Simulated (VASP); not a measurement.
All values below come from r2SCAN meta-GGA, VASP's PBE PAW potentials (set 64) (plane waves; VASP).

The input files of a VASP run:

KPOINTS:
```
Automatic mesh
0
Gamma
11 11 11
0 0 0
```

KPOINTS_OPT:
```
k-points along high-symmetry lines
10
Line-mode
Reciprocal
  0.000000   0.000000   0.000000 ! GAMMA
  0.000000   0.500000   0.000000 ! X

  0.000000   0.500000   0.000000 ! X
  0.500000   0.500000   0.000000 ! M

  0.500000   0.500000   0.000000 ! M
  0.000000   0.000000   0.000000 ! GAMMA

  0.000000   0.000000   0.000000 ! GAMMA
  0.500000   0.500000   0.500000 ! R

  0.500000   0.500000   0.500000 ! R
  0.000000   0.500000   0.000000 ! X

  0.500000   0.500000   0.500000 ! R
  0.500000   0.500000   0.000000 ! M
```

### POSCAR
```
LaAg
1
    3.8114134696     0.0000000000     0.0000000000
    0.0000000000     3.8114134696     0.0000000000
    0.0000000000     0.0000000000     3.8114134696
Ag La
1 1
Direct
  0.0000000000   0.0000000000   0.0000000000
  0.5000000000   0.5000000000   0.5000000000
```

**INCAR**
```
# general
SYSTEM =LaAg
PREC   =Accurate
ENCUT  =400
LREAL  =F
LASPH  =T

# electronic loop
EDIFF  =1E-7
NELM   =100
ALGO   =Normal
LMAXMIX=6
LMIXTAU=T

# smearing
ISMEAR =-5

# functional
METAGGA=R2SCAN

# ions
ISIF   =2

# output
LWAVE  =F
LCHARG =F
LORBIT =11
NEDOS  =601
```

POTCAR, in this order: Ag La (PBE.64 set). Program: vasp_std.

The resulting files:

OSZICAR:
```
       N       E                     dE             d eps       ncg     rms          rms(c)
DAV:   1     0.128562384733E+03    0.12856E+03   -0.79269E+03  1704   0.171E+03
DAV:   2    -0.292403811202E+02   -0.15780E+03   -0.15551E+03  2126   0.280E+02
DAV:   3    -0.576425607835E+02   -0.28402E+02   -0.27840E+02  3000   0.124E+02
DAV:   4    -0.591537483830E+02   -0.15112E+01   -0.14978E+01  2985   0.307E+01
DAV:   5    -0.592292691225E+02   -0.75521E-01   -0.75444E-01  2558   0.572E+00    0.731E+00
DAV:   6    -0.514805236888E+02    0.77487E+01   -0.17497E+01  2480   0.403E+01    0.662E+00
DAV:   7    -0.516587393788E+02   -0.17822E+00   -0.24718E+00  2761   0.150E+01    0.222E+00
DAV:   8    -0.516183462328E+02    0.40393E-01   -0.36509E-01  2666   0.504E+00    0.973E-01
DAV:   9    -0.515984996136E+02    0.19847E-01   -0.11297E-01  2758   0.324E+00    0.348E-01
DAV:  10    -0.516198179211E+02   -0.21318E-01   -0.11666E-01  2590   0.343E+00    0.215E-01
DAV:  11    -0.516396887864E+02   -0.19871E-01   -0.22143E-02  2933   0.135E+00    0.685E-02
DAV:  12    -0.516404563152E+02   -0.76753E-03   -0.17654E-03  2284   0.372E-01    0.524E-02
DAV:  13    -0.516405534095E+02   -0.97094E-04   -0.11442E-03  3042   0.317E-01    0.201E-02
DAV:  14    -0.516407008007E+02   -0.14739E-03   -0.19064E-04  2668   0.125E-01    0.152E-02
DAV:  15    -0.516407414710E+02   -0.40670E-04   -0.51349E-05  2841   0.726E-02    0.545E-03
DAV:  16    -0.516407460493E+02   -0.45782E-05   -0.61784E-06  3000   0.175E-02    0.447E-03
DAV:  17    -0.516407454623E+02    0.58695E-06   -0.26018E-06  2667   0.164E-02    0.851E-04
DAV:  18    -0.516407459959E+02   -0.53356E-06   -0.73700E-07  2479   0.936E-03    0.698E-04
DAV:  19    -0.516407463078E+02   -0.31196E-06   -0.72858E-08  1792   0.316E-03    0.413E-04
DAV:  20    -0.516407464895E+02   -0.18167E-06   -0.55598E-08  1722   0.314E-03    0.113E-04
DAV:  21    -0.516407464877E+02    0.18135E-08   -0.98157E-09  1666   0.242E-03
   1 F= -.51640746E+02 E0= -.51640746E+02  d E =0.000000E+00
       N       E                     dE             ncg
       N       E                     dE             ncg
```

### OUTCAR
```
------------------------ aborting loop because EDIFF is reached ----------------------------------------
  FORCE on cell =-STRESS in cart. coord.  units (eV):
  Direction    XX          YY          ZZ          XY          YZ          ZX
  --------------------------------------------------------------------------------------
  Total        0.0361255      0.0361255      0.0361255      0.0000000      0.0000000      0.0000000
  in kB        1.0453605      1.0453605      1.0453605      0.0000000      0.0000000      0.0000000
  external PRESSURE =       1.0453605 kB  Pullay stress =       0.0000000 kB
  volume of cell :       55.37
      direct lattice vectors                 reciprocal lattice vectors
     3.811413470  0.000000000  0.000000000     0.262369855  0.000000000  0.000000000
     0.000000000  3.811413470  0.000000000     0.000000000  0.262369855  0.000000000
     0.000000000  0.000000000  3.811413470     0.000000000  0.000000000  0.262369855
 POSITION                                       TOTAL-FORCE (eV/Angst)
 -----------------------------------------------------------------------------------
      0.00000      0.00000      0.00000         0.000000      0.000000      0.000000
      1.90571      1.90571      1.90571         0.000000      0.000000      0.000000
 -----------------------------------------------------------------------------------
    total drift:                               -0.000000      0.000000      0.000000
  FREE ENERGIE OF THE ION-ELECTRON SYSTEM (eV)
  ---------------------------------------------------
  free  energy   TOTEN  =       -51.6407464877 eV

  energy  without entropy=      -51.6407464877  energy(sigma->0) =      -51.64074649

 total charge

# of ion       s       p       d       f       tot
--------------------------------------------------
    1        0.596   0.281   9.062   0.000   9.939
    2        2.025   5.640   0.690   0.099   8.453
--------------------------------------------------
tot          2.620   5.921   9.752   0.099  18.392
```
(Selected blocks of OUTCAR.)

**OUTCAR**
```
 val. band max:        8.1892607920   @ k =   0.2727   0.2727   0.2727

 cond. band min:       8.1216800453   @ k =   0.4545   0.2727   0.1818


 Fermi energy:         8.1148987264

 k-point     1 :       0.0000    0.0000    0.0000
  band No.  band energies     occupation
      1     -26.3600      2.00000
      2      -9.3115      2.00000
      3      -9.3115      2.00000
      4      -9.3115      2.00000
      5       2.5753      2.00000
      6       2.5753      2.00000
      7       2.6642      2.00000
      8       3.2113      2.00000
      9       3.2113      2.00000
     10       3.2113      2.00000
     11       8.3793      0.00000
     12       8.3793      0.00000
     13       9.8673      0.00000
     14       9.8673      0.00000
     15       9.8674      0.00000

 k-point     2 :       0.0909    0.0000    0.0000
  band No.  band energies     occupation
      1     -26.3555      2.00000
      2      -9.3718      2.00000
      3      -9.3073      2.00000
      4      -9.3073      2.00000
      5       2.5922      2.00000
      6       2.6271      2.00000
      7       2.8040      2.00000
      8       3.2084      2.00000
      9       3.2084      2.00000
     10       3.2154      2.00000
     11       8.3631      0.00000
     12       8.4367      0.00000
     13       9.8192      0.00000
     14       9.8621      0.00000
     15       9.8623      0.00000

 k-point     3 :       0.1818    0.0000    0.0000
  band No.  band energies     occupation
      1     -26.3433      2.00000
      2      -9.5291      2.00000
      3      -9.2959      2.00000
      4      -9.2959      2.00000
      5       2.6385      2.00000
      6       2.7648      2.00000
      7       3.2012      2.00000
      8       3.2012      2.00000
      9       3.2014      2.00000
     10       3.2265      2.00000
     11       8.3183      0.00000
     12       8.5089      0.00000
     13       9.6944      0.00000
     14       9.8371      0.00000
     15       9.8376      0.00000
...
```

For a metal the tetrahedron method with Blöchl corrections gives inexact stress and forces.

The structure comes from a measured LaAg entry (Pm-3m) of the Crystallography Open Database, whose conditions weren't checked. It was relaxed first.
